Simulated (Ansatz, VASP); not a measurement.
# SnO (Romarchite) in two plane-wave programs, part 2 of 2

Aim: how closely do two programs agree when they are given the same cell, functional and k mesh? The cell is taken from a series of runs on this material, whose earlier steps may have relaxed, scaled, displaced or heated it; both programs get it as it stands.

VASP 6.6.1 and Ansatz 0.2.0.

So far: Starting point; VASP: zone-centre phonons, PBE with D3(BJ).

### Step 3. Ansatz: zone-centre phonons, PBE with D3(BJ)

Level of this step: Ansatz beside VASP: Kohn-Sham DFT, plane waves, PBE with D3(BJ) (Ansatz).

Ansatz runs on its PAW soft_1 files.

The same cell, functional, mesh and smearing now go to Ansatz, which takes its cutoff from its data sets.

The input, input.yaml:

```yaml
crystal:
  lattice:
    - [3.81338843, 0.0, 0.0]
    - [0.0, 3.81338843, 0.0]
    - [0.0, 0.0, 4.6255522727]
  atoms:
    - { symbol: O, position: [0.0, 0.0, 0.0] }
    - { symbol: O, position: [0.5, 0.5, 0.0] }
    - { symbol: Sn, position: [0.5, 0.0, 0.2504769841] }
    - { symbol: Sn, position: [0.0, 0.5, 0.7495230159] }
kpoints:
  mp_grid: { grid: [12, 12, 10] }
hamiltonian:
  xc: pbe
  dispersion: d3bj
  pseudopotentials: { kind: paw, azcp: { folder: soft_1 } }
scf:
  occupations: { method: methfessel_paxton, width: 0.2 }
output:
  eigenvalues: true
phonons:
  method: dfpt
```

Started as:

```sh
ansatz run input.yaml --threads 8 --pin off --max-ram 16384MiB --backend cpu --events-out ev --progress --plain --runs-dir out
```

Numbers of over 12 decimals in the logs are rounded to 6 here.

The log of the run:

```text
zone centre: on kpoints.mp_grid the ground state, and the responses unless they are solved on pairs of k-points, stand on 294 of the mesh's 1440 k-points, reduced under 4 symmetry operations, with k and −k counted as one. Each operation leaves every solved displacement unchanged or reverses it
Engine: ansatz 0.2.0, aarch64-unknown-linux-gnu
Pseudopotentials: kind: paw
Pseudopotential: O, paw, valence charge 6, recommended cutoff 420 eV (normal), soft_1/O.paw.azcp
Pseudopotential: Sn, paw, valence charge 14, recommended cutoff 420 eV (normal), soft_1/Sn.paw.azcp
Functional definition: PBE
  parameter kappa = 0.804
  parameter beta = 0.066725
  exchange = pbe_x(kappa = kappa, mu = beta*pi^2/3)
  correlation = pbe_c(beta = beta)
Crystal: 4 atoms, lattice volume = 67.264 Å³
Basis set: ecut = 420 eV, 1303 PW (Γ), exchange–correlation on 60×60×64 points (8 copies of the dense FFT grid, shifted against one another)
Bands: 24, of which v1, the nominal top of the filled ones, is band 20 counted from 1 (19 counted from 0)
Symmetry: 16 space group operations
k-points: 294 of 1440 (irreducible under 4 space group operations, time reversal used)
Non-local potential: O, projectors of the file, l = 0: 2, l = 1: 2, l = 2: 1
Non-local potential: Sn, projectors of the file, l = 0: 2, l = 1: 2, l = 2: 2, l = 3: 1
PAW form: soft (Blöchl's): semilocal exchange-correlation on the pseudo side does not see the compensation charge
PAW one-centre angular grid: O, 110 points (default); XC on 64 Gauss nodes
PAW one-centre angular grid: Sn, 590 points (default); XC on 64 Gauss nodes
Initial density: superposition of atomic densities (chi_scale 0.1, normalization cell, long waves kept (reshape's long-wave potential 0.13 eV rms))
Initial wavefunctions: pseudopotential atomic-orbital guess
Functional: x = pbe(κ = 0.804, μ = 0.219515), c = pbe(β = 0.066725)
SCF iter   1: F=—  HF=-13184.958843 eV  |F-HF|=—  |Δ(HF+E_count)|=         —  Δρ=4.83e-2  dr2=2.02e0  ethr=3.10e-3  ⟨swp⟩=5.4  Hψ=31423  notcnv=0
preconditioner: auto → Kerker (q_TF=auto, 2.502 Å⁻¹)  [metal: Δε(μ)=0.057 eV  Ē_g=18.457 eV  σ=0.200 eV  W_gap=0.23  n_scr=18 (ndim 8)  ℏωp=28.6 eV  f_vac=0.000  D(μ)=0.37/eV (n_scr^D=0)]
SCF iter   2: F=—  HF=-13184.630437 eV  |F-HF|=—  |Δ(HF+E_count)|=   3.28e-1  S|Δr|=    0.00e0  Δρ=2.61e-2  dr2=7.29e-1  ethr=3.10e-3  ⟨swp⟩=3.0  Hψ=16354  notcnv=0
SCF iter   3: F=—  HF=-13184.496223 eV  |F-HF|=—  |Δ(HF+E_count)|=   1.34e-1  S|Δr|=    0.00e0  Δρ=1.55e-2  dr2=1.99e-1  ethr=1.82e-3  ⟨swp⟩=2.7  Hψ=13875  notcnv=0
SCF iter   4: F=—  HF=-13184.467477 eV  |F-HF|=—  |Δ(HF+E_count)|=   2.87e-2  S|Δr|=    0.00e0  Δρ=4.99e-3  dr2=2.28e-2  ethr=4.98e-4  ⟨swp⟩=2.3  Hψ=10605  notcnv=0
SCF iter   5: F=—  HF=-13184.466573 eV  |F-HF|=—  |Δ(HF+E_count)|=   9.03e-4  S|Δr|=    0.00e0  Δρ=1.46e-3  dr2=2.61e-3  ethr=5.71e-5  ⟨swp⟩=2.7  Hψ=12831  notcnv=0
SCF iter   6: F=—  HF=-13184.467212 eV  |F-HF|=—  |Δ(HF+E_count)|=   6.39e-4  S|Δr|=    0.00e0  Δρ=6.19e-4  dr2=3.92e-4  ethr=6.52e-6  ⟨swp⟩=3.0  Hψ=13031  notcnv=0
SCF iter   7: F=—  HF=-13184.467331 eV  |F-HF|=—  |Δ(HF+E_count)|=   1.19e-4  S|Δr|=    0.00e0  Δρ=1.98e-4  dr2=3.51e-5  ethr=9.79e-7  ⟨swp⟩=2.8  Hψ=13426  notcnv=0
SCF iter   8: F=—  HF=-13184.467343 eV  |F-HF|=—  |Δ(HF+E_count)|=   1.21e-5  S|Δr|=    0.00e0  Δρ=7.23e-5  dr2=3.20e-6  ethr=8.78e-8  ⟨swp⟩=2.8  Hψ=12909  notcnv=0
SCF iter   9: F=—  HF=-13184.467346 eV  |F-HF|=—  |Δ(HF+E_count)|=   2.28e-6  S|Δr|=    0.00e0  Δρ=2.60e-5  dr2=3.93e-7  ethr=8.01e-9  ⟨swp⟩=2.1  Hψ=12651  notcnv=0
SCF iter  10: F=—  HF=-13184.467346 eV  |F-HF|=—  |Δ(HF+E_count)|=   2.05e-8  S|Δr|=    0.00e0  Δρ=4.90e-6  dr2=1.21e-8  ethr=9.82e-10  ⟨swp⟩=2.0  Hψ=12404  notcnv=0
SCF iter  11: F=—  HF=-13184.467346 eV  |F-HF|=—  |Δ(HF+E_count)|=   1.30e-8  S|Δr|=    0.00e0  Δρ=1.02e-6  dr2=4.02e-10  ethr=3.02e-11  ⟨swp⟩=2.0  Hψ=9460  notcnv=0
SCF iter  12: F=—  HF=-13184.467346 eV  |F-HF|=—  |Δ(HF+E_count)|=  9.77e-10  S|Δr|=    0.00e0  Δρ=3.41e-7  dr2=5.80e-11  ethr=1.01e-12  ⟨swp⟩=2.0  Hψ=12870  notcnv=0
SCF iter  13: F=-13184.467346 eV  HF=-13184.467346 eV  |F-HF|=0.00e0  |Δ(HF+E_count)|=  3.82e-11  S|Δr|=    0.00e0  Δρ=6.98e-8  dr2=1.71e-12  ethr=1.00e-12  ⟨swp⟩=7.0  Hψ=34640  notcnv=0
SCF 1 converged in 13 iterations: F = -13184.467346 eV  dr2 = 1.71e-12
  greatest PAW one-centre occupation: 0.994 electrons in one spin orbital (limit 2), on the Sn atom at site 3 (counted from 0), in its partial waves of l = 2
DFPT response loops at Γ: preconditioner auto → Kerker (q_TF=auto, 2.502 Å⁻¹) (partly filled bands, converged f_vac=0.007); β = 1.00, the filter's whole step (`scf.mixing.beta` (0.50) is not read by the response loops under this deck's `scf.mixing.preconditioner`; to damp them name `kerker` or `kerker_dos`, under which they read `scf.mixing.beta`, and type it under 1.00, their step now; both keys bind the ground state too); Broyden in place of MSR1
SCF converged after 13 iterations
Stability not checked: this state was not tested for a lower state beside it, because cold or Methfessel-Paxton smearing, or corrected tetrahedra, fill the levels in a way that the test cannot read (fill_not_monotonic; see scf.lower_state_search)
Free energy (F): -13184.467346 eV
Harris-Foulkes:  -13184.467346 eV  (|F-HF|=0.00e0)
Internal energy: -13184.467583 eV  (E = F + TS)
E sigma→0 (E₀):  -13184.467405 eV
Entropy (-TS):   0.000238 eV (0.059 meV/atom)
Fermi energy:    10.614622 eV
--- Per-component energies (eV) ---
  E_band       = -160.572591
  E_kinetic    = 673.245999
  E_local      = -2795.096173  (includes V_loc(G=0)·N_el)
  E_nonlocal   = 395.204545
  E_hartree    = 1321.183295
  E_xc         = -395.104931
  E_vxc        = -343.386116  (∫ρ·V_xc dr)
  E_paw        = -9064.037169  (= ΣΔE_a)
  E_vpaw       = -732.909500  (= ΣTr[D̂ρ^β])
  E_aug_tail   = 0.002068  (compensation charges beyond the density's cutoff)
  E_ewald      = -3318.885587
  E_disp       = -0.979632  (pairwise vdW)
  E_smearing   = 0.000238  (= −TS)
  E_closure    = 0.000000  (closes the sum)
  Σ components = -13184.467346   (vs F -13184.467346, Δ=0.00e0)
--- Band table (eV; the first three rows and the last of 294) ---
  k-point 0: bands = [... 16 lower, 7.1450, 7.4573, 7.4573, 10.5956, 12.9529, 14.9484, 14.9484, 15.6377]
  k-point 1: bands = [... 16 lower, 7.1348, 7.4558, 7.4558, 10.5485, 12.7816, 14.6343, 14.6343, 15.5924]
  k-point 2: bands = [... 16 lower, 7.1083, 7.4519, 7.4519, 10.3419, 12.4648, 14.0840, 14.0840, 15.2522]
  k-point 293: bands = [... 16 lower, 7.6403, 7.6403, 8.1126, 8.1126, 12.8154, 12.8154, 15.0934, 15.0934]
--- Phonons (Γ-DFPT): 4 representative perturbations + reference, on 294 of 1440 k-points (Σ response iterations 14) ---
  k mesh reduced under 4 symmetry operations, with k and −k counted as one. Each operation leaves every solved displacement unchanged or reverses it
  ASR residual: 2.521e-5 → 0.000e0 eV/Å²; symmetrization residual: 2.743e-6 eV/Å²
  pairwise dispersion correction: d3bj (s6 = 1.0, s8 = 0.7875, a1 = 0.4289, a2_bohr = 4.4407), with the weights of each atom's references fixed at the reference crystal's, and the forces and stress that the weights' published response gives there kept as a pressure on the atom's counted neighbours (hamiltonian.dispersion)
  ASR residual per site (eV/Å²): 2.52e-5 2.52e-5 8.62e-6 8.62e-6
  Γ frequencies (cm⁻¹): 0.00 0.00 0.00 114.62 114.62 206.31 265.72 265.72 347.84 358.72 464.15 464.15
  non-analytic LO–TO correction: not included (Born effective charges unavailable; polar crystals: no LO–TO splitting at Γ)
```

The column dr2 measures how far the density is from self-consistency, as an energy; F and HF (Harris–Foulkes) agree once it is small.

### Step 4. Comparison

Known differences besides the potentials themselves: the cutoff is 420 eV in Ansatz and 600 eV in VASP; Ansatz takes the dispersion share of the force constants at frozen C6 weights, VASP differentiates the full forces; VASP uses finite displacements, Ansatz perturbation theory. Total energies have different zeros and are not compared.

The two programs side by side:

```tsv
quantity	Ansatz	VASP	difference
optical mode 1 to 2 (cm⁻¹)	114.6	116.1	-1.29 %
optical mode 3 (cm⁻¹)	206.3	207.5	-0.59 %
optical mode 4 to 5 (cm⁻¹)	265.7	270.8	-1.87 %
optical mode 6 (cm⁻¹)	347.8	351.1	-0.93 %
optical mode 7 (cm⁻¹)	358.7	360.6	-0.51 %
optical mode 8 to 9 (cm⁻¹)	464.1	466.6	-0.53 %
```

Modes are paired by rising frequency, not by their patterns, so a pair may set unlike modes beside each other; they are those without the splitting of longitudinal modes.

### Step 5. Outcome

```
r.m.s. difference of the optical zone-centre modes, each program's sorted by frequency (zone-centre phonons, PBE with D3(BJ)) : 3.0 cm⁻¹
difference in optical mode 4 to 5 (zone-centre phonons, PBE with D3(BJ))                                                      : -1.9 %
```

In words: The r.m.s. difference of the optical zone-centre modes, each program's sorted by frequency is 3.0 cm⁻¹ (zone-centre phonons, PBE with D3(BJ)). Among the rows given in per cent, the largest difference of the zone-centre phonons, PBE with D3(BJ) pair is in optical mode 4 to 5, -1.9 %. Such differences can come from data sets, numerical settings and the points named under the comparisons, not from the functional's error against experiment.

[Lines on the potential files, build, host, timing and source positions are cut from VASP's logs without a mark.]

[Logs are printed without paths, hosts, clocks, repeated set-up lines and the standing remarks that a program may print on its own settings, such as how far it seeks lower states.]

[Hosts, paths, dates, database ids (printed as entryN), source tags and the programs' standing remarks are cut or masked in the printed files.]
